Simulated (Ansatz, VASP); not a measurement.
# Zn2InTe2As in two plane-wave programs, part 2 of 2

One calculation is typed for both programs; each brings its own data sets. How far apart do they land? The cell is generated by rule, not measured, and may not be a known phase. The cell is taken from a series of runs on this material, whose earlier steps may have relaxed, scaled, displaced or heated it; both programs get it as it stands.

VASP 6.6.1 and Ansatz 0.2.0.

So far: The starting structure; Ansatz: relaxation of cell and atoms, LDA, pair 1.

## (3) VASP: relaxation of cell and atoms, LDA, pair 1

Level of this step: LDA; plane waves and PAW (As, In_d, Te, Zn); invented cell (VASP).

The same cell, functional (in two slightly different forms), mesh and smearing now go to VASP, with its own data sets.

Lines of VASP's logs that name or quote its potential files are left out, and so is its time.

The input, INCAR:

```
SYSTEM = Zn2InTe2As
PREC = Accurate
ENCUT = 500
EDIFF = 1E-07
NELM = 120
ISMEAR = 0
SIGMA = 0.02
LREAL = .FALSE.
ALGO = Normal
GGA = CA
NBANDS = 33
LORBIT = 11
LWAVE = .FALSE.
LCHARG = .FALSE.
ISIF = 3
IBRION = 2
NSW = 80
EDIFFG = -0.005
LASPH = .TRUE.
GGA_COMPAT = .FALSE.
NELMIN = 4
EFERMI = MIDGAP
KPAR = 2
```

The input, POSCAR:

```
Zn2InTe2As
1.0
    3.0150800000      3.0150800000      0.0000000000
   -2.9985290000      2.9985290000      0.0000000000
    3.0068050000      0.0082760000      8.9978300000
As In Te Zn
1 1 2 2
Direct
    0.4057973110      0.0942026578      0.1884053155
    0.9858704218      0.0141295735      0.0282591469
    0.7547317253      0.7452683591      0.4905367183
    0.0893434611      0.4106564027      0.8213128054
    0.3407172081      0.6592829049      0.3185658098
    0.6735398452      0.3264600465      0.6529200930
```

The input, KPOINTS:

```
Automatic mesh
0
Gamma
6 6 6
0 0 0
```

PAW data sets: As, In_d, Te and Zn (LDA family, release 64).

Started as:

```sh
$ mpirun -np 2 vasp_std
```

Numbers of over 12 decimals in the logs are rounded to 6 here.

What it wrote:

```text
[banner, memory and clock lines left out]
running    2 mpi-ranks, on    1 nodes
 distrk:  each k-point on    1 cores,    2 groups
 distr:  one band on    1 cores,    1 groups

 POSCAR found type information on POSCAR AsInTeZn
 POSCAR found :  4 types and       6 ions
 LDA part: xc-table for (Slater(with rela. corr.)+CA(PZ))
 , standard interpolation
 POSCAR, INCAR and KPOINTS ok, starting setup
 FFT: planning ... GRIDC
 FFT: planning ... GRID_SOFT
 FFT: planning ... GRID
 WAVECAR not read
 entering main loop
       N       E                     dE             d eps       ncg     rms          rms(c)
DAV:   1     0.386897568804E+03    0.38690E+03   -0.23018E+04  3036   0.174E+03
DAV:   2     0.171225074181E+02   -0.36978E+03   -0.36237E+03  3128   0.392E+02
DAV:   3    -0.211601128212E+02   -0.38283E+02   -0.37712E+02  3589   0.134E+02
DAV:   4    -0.225903920100E+02   -0.14303E+01   -0.14270E+01  3635   0.257E+01
DAV:   5    -0.226423505183E+02   -0.51959E-01   -0.51951E-01  4588   0.494E+00    0.875E+00
DAV:   6    -0.218373330862E+02    0.80502E+00   -0.20995E+00  4259   0.305E+01    0.618E+00
DAV:   7    -0.218025786015E+02    0.34754E-01   -0.14739E+00  3817   0.704E+00    0.201E+00
DAV:   8    -0.217879550303E+02    0.14624E-01   -0.84414E-02  3595   0.299E+00    0.689E-01
DAV:   9    -0.217858515325E+02    0.21035E-02   -0.20747E-02  3657   0.122E+00    0.255E-01
DAV:  10    -0.217858353960E+02    0.16137E-04   -0.16234E-03  3619   0.471E-01    0.142E-01
DAV:  11    -0.217858521202E+02   -0.16724E-04   -0.31891E-04  4195   0.210E-01    0.550E-02
DAV:  12    -0.217858570941E+02   -0.49739E-05   -0.59671E-05  3556   0.102E-01    0.165E-02
DAV:  13    -0.217858567201E+02    0.37400E-06   -0.13948E-05  4314   0.266E-02    0.122E-02
DAV:  14    -0.217858567428E+02   -0.22743E-07   -0.23248E-06  3512   0.797E-03    0.346E-03
DAV:  15    -0.217858566879E+02    0.54973E-07   -0.28619E-07  3073   0.513E-03
   1 F= -.21785857E+02 E0= -.21785857E+02  d E =-.217859E+02
[...]
2 F= -.21786288E+02 E0= -.21786288E+02  d E =-.431304E-03
[...]
3 F= -.21786343E+02 E0= -.21786343E+02  d E =-.485850E-03
[...]
4 F= -.21786342E+02 E0= -.21786342E+02  d E =-.485652E-03
[...]
5 F= -.21786382E+02 E0= -.21786382E+02  d E =-.392442E-04
[...]
6 F= -.21786401E+02 E0= -.21786401E+02  d E =-.586210E-04
[...]
7 F= -.21786415E+02 E0= -.21786415E+02  d E =-.722039E-04
 curvature:  -1.53 expect dE=-0.208E-04 dE for cont linesearch -0.608E-07
 trial: gam= 0.20656 g(F)=  0.755E-05 g(S)=  0.603E-05 ort =-0.139E-05 (trialstep = 0.140E+01)
 search vector abs. value=  0.151E-04
 bond charge predicted
       N       E                     dE             d eps       ncg     rms          rms(c)
DAV:   1    -0.217865325519E+02   -0.11800E-03   -0.31745E-03  3537   0.657E-01    0.795E-02
DAV:   2    -0.217864389362E+02    0.93616E-04   -0.51216E-04  3747   0.372E-01    0.307E-02
DAV:   3    -0.217864232199E+02    0.15716E-04   -0.30278E-05  3667   0.658E-02    0.156E-02
DAV:   4    -0.217864185432E+02    0.46766E-05   -0.73436E-06  4008   0.228E-02    0.737E-03
DAV:   5    -0.217864181992E+02    0.34403E-06   -0.85526E-07  3338   0.968E-03    0.374E-03
DAV:   6    -0.217864181457E+02    0.53494E-07   -0.25776E-07  2306   0.564E-03
   8 F= -.21786418E+02 E0= -.21786418E+02  d E =-.360196E-05
 trial-energy change:   -0.000004  1 .order   -0.000007   -0.000019    0.000004
 step:   0.8216(harm=  1.1427)  dis= 0.00041  next Energy=   -21.786419 (dE=-0.474E-05)
 reached required accuracy - stopping structural energy minimisation
```

From OUTCAR (step 3):

```text
ion  position               nearest neighbor table
   1  0.406  0.094  0.188-   5 2.42   5 2.42   2 2.57   2 2.57
   2  0.986  0.014  0.028-   1 2.57   1 2.57   4 2.82   4 2.82
   3  0.755  0.745  0.491-   6 2.57   6 2.57   5 2.63   5 2.63
   4  0.089  0.411  0.821-   6 2.62   6 2.62   2 2.82   2 2.82
   5  0.341  0.659  0.319-   1 2.42   1 2.42   3 2.63   3 2.63
   6  0.674  0.326  0.653-   3 2.57   3 2.57   4 2.62   4 2.62

  LATTYP: Found a body centered orthorhombic cell.
 ALAT       =     4.2405603790
 B/A-ratio  =     1.0055197065
 C/A-ratio  =     4.2436985662

 Subroutine GETGRP returns: Found  4 space group operations
 (whereof  4 operations were pure point group operations)

The static configuration has the point symmetry C_2v.

 Found     46 irreducible k-points:

   k-points           NKPTS =     46   k-points in BZ     NKDIM =     46   number of bands    NBANDS=     33

   dimension x,y,z NGX =    32 NGY =   32 NGZ =   70
   dimension x,y,z NGXF=    64 NGYF=   64 NGZF=  140

   ENCUT  =  500.0 eV  36.75 Ry    6.06 a.u.   7.77  7.73 17.30*2*pi/ulx,y,z

   NELECT =      54.0000    total number of electrons

 k-points in reciprocal lattice and weights: Automatic mesh
   0.00000000  0.00000000  0.00000000       0.005
   0.16666667  0.00000000  0.00000000       0.019
   0.33333333  0.00000000  0.00000000       0.019
   0.50000000  0.00000000  0.00000000       0.009
   0.00000000  0.16666667 -0.00000000       0.019
   0.16666667  0.16666667  0.00000000       0.019
   0.33333333  0.16666667  0.00000000       0.037
   0.50000000  0.16666667  0.00000000       0.037
  -0.33333333  0.16666667  0.00000000       0.037
[...]
0.00000000  0.33333333  0.33333333       0.009
   0.00000000  0.00000000  0.50000000       0.005

 average (electrostatic) potential at core
       1 -53.3490       2 -96.7193       3 -90.8656       4 -91.2316       5 -36.2698
       6 -36.6745

 E-fermi :   4.1778

 k-point     1 :       0.0000    0.0000    0.0000
  band No.  band energies     occupation
    ...
     23       1.9308      2.00000
     24       2.0378      2.00000
     25       3.7360      2.00000
     26       3.8183      2.00000
     27       3.8635      2.00000
     28       4.4922      0.00000
     29       5.8139      0.00000
     30       5.8890      0.00000
     31       6.5141      0.00000
     32       6.9272      0.00000
    ...

 k-point     2 :       0.1667    0.0000    0.0000
  band No.  band energies     occupation
    ...
     23       1.8347      2.00000
     24       2.1071      2.00000
     25       2.2324      2.00000
     26       3.4120      2.00000
     27       3.7480      2.00000
     28       5.6175      0.00000
     29       6.2083      0.00000
     30       6.4424      0.00000
     31       7.2917      0.00000
     32       7.7105      0.00000
    ...

 k-point     3 :       0.3333    0.0000    0.0000
  band No.  band energies     occupation
    ...
     23       2.0689      2.00000
     24       2.1700      2.00000
     25       2.6229      2.00000
     26       2.6695      2.00000
     27       3.4279      2.00000
     28       5.8430      0.00000
     29       6.3072      0.00000
     30       6.5078      0.00000
     31       8.1310      0.00000
     32       8.1740      0.00000
    ...

  Total        0.0136634      0.0136634      0.0155093     -0.0008124      0.0000000      0.0000000
  in kB        0.1340841      0.1340841      0.1521992     -0.0079723      0.0000000      0.0000000
  external PRESSURE =       0.1401225 kB  Pullay stress =       0.0000000 kB

  energy-cutoff  :      500.00
  volume of cell :      163.26
      direct lattice vectors                 reciprocal lattice vectors
     3.014587515  3.014587515  0.000000001     0.165860171  0.165860171 -0.055418879
    -3.001376364  3.001376364  0.000000000    -0.166590237  0.166590237  0.055418861
     3.007982441  0.006606077  9.022199172    -0.000000000 -0.000000000  0.110837722

 POSITION                                       TOTAL-FORCE (eV/Angst)
 -----------------------------------------------------------------------------------
      1.50729      1.50729      1.69919        -0.000000     -0.000000     -0.001206
      3.01459      3.01459      0.25121         0.000000      0.000000      0.001657
      1.51390      4.51528      4.42743         0.000000      0.000000      0.001049
      1.50729      1.50729      7.41130        -0.000000     -0.000000     -0.002355
      0.00661      3.00798      2.87540        -0.000000     -0.000000     -0.001504
      3.01459      3.01459      5.89096         0.000000      0.000000      0.002358
 -----------------------------------------------------------------------------------
    total drift:                                0.000037      0.000074     -0.001058

  FREE ENERGIE OF THE ION-ELECTRON SYSTEM (eV)
  ---------------------------------------------------
  free  energy   TOTEN  =       -21.7864181457 eV

  energy  without entropy=      -21.7864181457  energy(sigma->0) =      -21.78641815

 reached required accuracy - stopping structural energy minimisation

 total charge
# of ion       s       p       d       tot
------------------------------------------
    1        1.223   1.576   0.027   2.826
    2        0.881   0.716   9.883  11.480
    3        1.353   2.085   0.034   3.472
    4        1.361   2.070   0.030   3.461
    5        0.585   0.482   9.757  10.824
    6        0.580   0.472   9.761  10.813
--------------------------------------------------
tot          5.984   7.401  29.492  42.877

[... 3 further parts left out ...]
```

CONTCAR:

```
Zn2InTe2As
   1.00000000000000
     3.0145875154915949    3.0145875154915949    0.0000000009072287
    -3.0013763635041042    3.0013763635041042    0.0000000000000000
     3.0079824407682412    0.0066060772641378    9.0221991717056262
  As              In              Te              Zn
     1     1     2     2
Direct
     0.4058327831577654    0.0941671856422277    0.1883343711844608
     0.9860779775085072    0.0139220177914701    0.0278440354829384
     0.7546368046975170    0.7453632797024909    0.4907265595049766
     0.0892740534638898    0.4107258103361194    0.8214516206722388
     0.3406487401513197    0.6593513728486957    0.3187027456973842
     0.6735296135210000    0.3264702781790005    0.6529405563579939
```

The run keeps the 4 symmetry operations of its start, so it cannot find a distortion of lower symmetry.

## (4) Side by side

Known differences besides the potentials themselves: the two LDA forms differ slightly; the data sets hold 84 valence electrons in Ansatz (on its default PAW (the set named soft_2) files) and 54 in VASP; the cutoff is 420 eV in Ansatz and 500 eV in VASP; VASP's log shows a relativistic correction to its local exchange, Ansatz's none; Ansatz adds a Pulay correction to the stress that steers its cell, VASP none. Total energies have different zeros and are not compared.

Compared:

```
                                         quantity  Ansatz    VASP  difference
                                      volume (Å³)  162.73  163.26     -0.33 %
edge a after relaxation, in the typed setting (Å)   4.259   4.263     -0.10 %
edge b after relaxation, in the typed setting (Å)   4.240   4.245     -0.11 %
edge c after relaxation, in the typed setting (Å)   9.499   9.510     -0.12 %
```

## (5) VASP: relaxation of cell and atoms, LDA, pair 2

The relaxed volume is the usual yardstick between codes: in a stiff, nearly cubic crystal its relative difference is about their pressure difference at one cell divided by the bulk modulus.

INCAR, as its differences from that of step 3:

```diff
@@ -6,3 +6,3 @@
 ISMEAR = 0
-SIGMA = 0.02
+SIGMA = 0.01
 LREAL = .FALSE.
```

The input, POSCAR:

```
Zn2InTe2As
1.0
    3.0116110000      3.0116110000      0.0000000000
   -2.9981090000      2.9981090000      0.0000000000
    3.0048600000      0.0067510000      9.0114300000
As In Te Zn
1 1 2 2
Direct
    0.4057326089      0.0942672251      0.1885344501
    0.9860599261      0.0139400739      0.0278801478
    0.7546429372      0.7453568967      0.4907137935
    0.0893541873      0.4106456467      0.8212912934
    0.3406671305      0.6593328695      0.3186657390
    0.6735428228      0.3264571772      0.6529143543
```

The input, KPOINTS:

```
Automatic mesh
0
Gamma
8 8 8
0 0 0
```

Started as:

```sh
$ mpirun -np 2 vasp_std
```

What it wrote:

```text
[... set-up lines as in an earlier step ...]
 entering main loop
       N       E                     dE             d eps       ncg     rms          rms(c)
DAV:   1     0.387642960241E+03    0.38764E+03   -0.22988E+04  6270   0.174E+03
DAV:   2     0.180121833952E+02   -0.36963E+03   -0.36231E+03  6392   0.393E+02
DAV:   3    -0.211436864409E+02   -0.39156E+02   -0.38585E+02  7479   0.135E+02
DAV:   4    -0.225973792364E+02   -0.14537E+01   -0.14505E+01  7471   0.259E+01
[...]
DAV:  13    -0.217975808209E+02    0.41453E-06   -0.13370E-05  8851   0.263E-02    0.120E-02
DAV:  14    -0.217975808243E+02   -0.34106E-08   -0.24509E-06  7123   0.808E-03    0.334E-03
DAV:  15    -0.217975807712E+02    0.53064E-07   -0.30349E-07  6367   0.511E-03
   1 F= -.21797581E+02 E0= -.21797581E+02  d E =-.217976E+02
[... from here on, the cycles between the ionic steps are left out ...]
   2 F= -.21797919E+02 E0= -.21797919E+02  d E =-.337964E-03
   3 F= -.21797960E+02 E0= -.21797960E+02  d E =-.379393E-03
   4 F= -.21797960E+02 E0= -.21797960E+02  d E =-.379264E-03
   5 F= -.21797992E+02 E0= -.21797992E+02  d E =-.315605E-04
   6 F= -.21798020E+02 E0= -.21798020E+02  d E =-.601116E-04
   7 F= -.21798025E+02 E0= -.21798025E+02  d E =-.435402E-05
 trial-energy change:   -0.000004  1 .order   -0.000004   -0.000008    0.000000
 step:   1.3160(harm=  1.2970)  dis= 0.00034  next Energy=   -21.798025 (dE=-0.436E-05)
 reached required accuracy - stopping structural energy minimisation
```

From OUTCAR (step 5):

```text
  Total        0.0079903      0.0079903      0.0165831     -0.0025137      0.0000000      0.0000000
  in kB        0.0784001      0.0784001      0.1627125     -0.0246643      0.0000000      0.0000000
  external PRESSURE =       0.1065043 kB  Pullay stress =       0.0000000 kB

 POSITION                                       TOTAL-FORCE (eV/Angst)
 -----------------------------------------------------------------------------------
      1.50641      1.50641      1.70126        -0.000000     -0.000000     -0.000632
      3.01283      3.01283      0.25130         0.000000     -0.000000     -0.000612
      1.51333      4.51232      4.43430        -0.000000     -0.000000      0.000657
      1.50641      1.50641      7.42275        -0.000000     -0.000000     -0.001408
      0.00692      3.00591      2.88016        -0.000000     -0.000000     -0.000944
      3.01283      3.01283      5.90020         0.000000      0.000000      0.002939
 -----------------------------------------------------------------------------------
    total drift:                                0.000320      0.000355     -0.000670

  FREE ENERGIE OF THE ION-ELECTRON SYSTEM (eV)
  ---------------------------------------------------
  free  energy   TOTEN  =       -21.7980245010 eV

  energy  without entropy=      -21.7980245010  energy(sigma->0) =      -21.79802450

[... 1 part as in an earlier step ...]

[... 3 further parts left out ...]
[key lines of the parts left out:]
E-fermi :   4.1761
```

## (6) Ansatz: relaxation of cell and atoms, LDA, pair 2

The same cell, functional (in two slightly different forms) and mesh now go to Ansatz, which takes its cutoff from its data sets.

The cell is taken from a series of runs on this material, whose earlier steps may have relaxed, scaled, displaced or heated it; both programs get it as it stands.

The input, input.yaml:

```yaml
crystal:
  lattice:
    - [3.0116105636, 3.0116105636, 0.0]
    - [-2.9981094978, 2.9981094978, 0.0]
    - [3.0048600307, 0.0067505329, 9.0114295002]
  atoms:
    - { symbol: As, position: [0.4057327522, 0.0942672478, 0.1885344956] }
    - { symbol: In, position: [-0.0139400572, 0.0139400572, 0.0278801145] }
    - { symbol: Te, position: [0.7546431103, 0.7453568897, 0.4907137794] }
    - { symbol: Te, position: [0.0893543133, 0.4106456867, 0.8212913733] }
    - { symbol: Zn, position: [0.3406671021, 0.6593328979, 0.3186657959] }
    - { symbol: Zn, position: [0.6735427794, 0.3264572206, 0.6529144413] }
kpoints:
  mp_grid: { grid: [8, 8, 8] }
hamiltonian:
  xc: lda
scf:
  occupations: { method: fixed }
output:
  forces: true
  stress: true
  eigenvalues: true
relax:
  adjacent_minimum: "off"
  f_tol: 0.001
  max_steps: 60
  cell: { stress_tol: 0.01 }
```

Started as:

```sh
$ ansatz run input.yaml --threads 8 --pin off --max-ram 14336MiB --backend cpu --events-out ev --progress --plain --runs-dir out
```

What it wrote:

```text
[...]
Crystal: 6 atoms, lattice volume = 162.731 Å³
Basis set: ecut = 420 eV, 3163 PW (Γ)
Bands: 51, of which v1, the nominal top of the filled ones, is band 42 counted from 1 (41 counted from 0)
Symmetry: 4 space group operations
[...]
k-points: 95 of 512 (time reversal used)
[...]
- [3.009200, 3.009200, 0]
    - [-2.995389, 2.995389, -2.61102977984094e-19]
    - [3.002295, 0.00690557, 9.025049]
  atoms:
    - { symbol: As, position: [0.405786, 0.094214, 0.188428] }
    - { symbol: In, position: [-0.013901, 0.013901, 0.027803] }
    - { symbol: Te, position: [0.754633, 0.745367, 0.490734] }
    - { symbol: Te, position: [0.089327, 0.410673, 0.821346] }
    - { symbol: Zn, position: [0.340645, 0.659355, 0.318711] }
    - { symbol: Zn, position: [0.673511, 0.326489, 0.652978] }
[key lines of the parts left out:]
SCF converged after 7 iterations
Free energy (F): -30379.555804 eV
Fermi energy:    7.536915 eV
P = ⅓ Tr σ = 0.0016 GPa (0.016 kbar)
```

## (7) Differences

What differs besides the data sets and the points named for the pairs above, as far as they apply: fixed occupations in Ansatz, narrow Gaussian smearing in VASP; the data sets hold 84 valence electrons in Ansatz (on its default PAW (the set named soft_2) files) and 54 in VASP. Total energies have different zeros and are not compared.

Both answers:

```
                                         quantity  Ansatz    VASP  difference
                                      volume (Å³)  162.70  163.29     -0.36 %
edge a after relaxation, in the typed setting (Å)   4.256   4.261     -0.12 %
edge b after relaxation, in the typed setting (Å)   4.236   4.241     -0.12 %
edge c after relaxation, in the typed setting (Å)   9.511   9.523     -0.12 %
```

## (8) Results

```json
{
  "difference in volume (relaxation of cell and atoms, LDA, pair 1)": "-0.33 %",
  "difference in volume (relaxation of cell and atoms, LDA, pair 2)": "-0.36 %"
}
```

**Reading.** The difference in volume is -0.36 % (relaxation of cell and atoms, LDA, pair 2), within the 1.2 % picked in this series as the mark of a large difference, as far as the stopping tolerances let one tell. The data sets hold unlike numbers of valence electrons (84 in Ansatz and 54 in VASP), so part of the differences comes from the potentials. 1 further run of this series is not shown here. How closely two codes agree says nothing of how well the functional describes the real material.

[Lines on the potential files, build, host, timing and source positions are cut from VASP's logs without a mark.]

[Logs are printed without paths, hosts, clocks, repeated set-up lines and the standing remarks that a program may print on its own settings, such as how far it seeks lower states.]

[Hosts, paths, dates, database ids (printed as entryN), source tags and the programs' standing remarks are cut or masked in the printed files.]
